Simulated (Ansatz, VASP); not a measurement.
One calculation of Pt3Pb, two programs

The input INCAR:

```
SYSTEM = Pt3Pb
PREC = Accurate ; ENCUT = 520
EDIFF = 1E-8 ; ISMEAR = -1
SIGMA = 0.03 ; LREAL = .False.
LASPH = .True. ; NELM = 80
ALGO = Normal ; ISIF = 2
LWAVE = .False. ; LCHARG = .False.
LEFG = .True. ; NBANDS = 30
```

The input KPOINTS:

```
regular mesh
0
Gamma
  9 9 9
  0 0 0
```

Contents of POSCAR:

```
Pt3Pb
1.0
    4.0848749554      0.0000000000      0.0000000000
    0.0000000000      4.0848749554      0.0000000000
    0.0000000000      0.0000000000      4.0848749554
Pt Pb
3 1
Direct
    0.0000000000      0.5000000000      0.5000000000
    0.5000000000      0.0000000000      0.5000000000
    0.5000000000      0.5000000000      0.0000000000
    0.0000000000      0.0000000000      0.0000000000
```

Input for Ansatz:

```yaml
crystal:
  lattice:
    - [4.0848749554, 0.0, 0.0]
    - [0.0, 4.0848749554, 0.0]
    - [0.0, 0.0, 4.0848749554]
  atoms:
    - { symbol: Pt, position: [0.0, 0.5, 0.5] }
    - { symbol: Pt, position: [0.5, 0.0, 0.5] }
    - { symbol: Pt, position: [0.5, 0.5, 0.0] }
    - { symbol: Pb, position: [0.0, 0.0, 0.0] }
kpoints:
  mp_grid: { grid: [9, 9, 9] }
scf:
  occupations: { method: fermi_dirac, width: 0.03 }
hamiltonian:
  xc: lda
  pseudopotentials: { kind: paw }
output:
  forces: true
  stress: true
  eigenvalues: true
  efg: { contact_densities: true }
```

Change from the starting cell: volume scaled by 1.02, PAW files.

Alike in both runs: task electric field gradients; functional LDA; k mesh 9 × 9 × 9; occupations fermi-dirac, width 0.03 eV; no spin polarisation.

```csv
,VASP,Ansatz
version,VASP 6.6.1,Ansatz 0.2.0
potentials or method,"VASP PAW LDA potentials, release 64 (Pt, Pb_d)","PAW with Ansatz's default frozen-core files, scalar-relativistic"
plane-wave cutoff (eV),520,420
valence electrons in the cell,44,68
```

```csv
,VASP,Ansatz,Ansatz less VASP
pressure (GPa),-6.1,-6.7,-0.55
Vzz of the field gradient on the site that differs most (V/Å²),-142.4,-149.5,-7.11
```

The two sets of potentials don't hold the same shells in valence. Ansatz warned: «gradients_without_spin_orbit».

Spin-orbit coupling is left out, which matters for the levels of Pb, Pt.
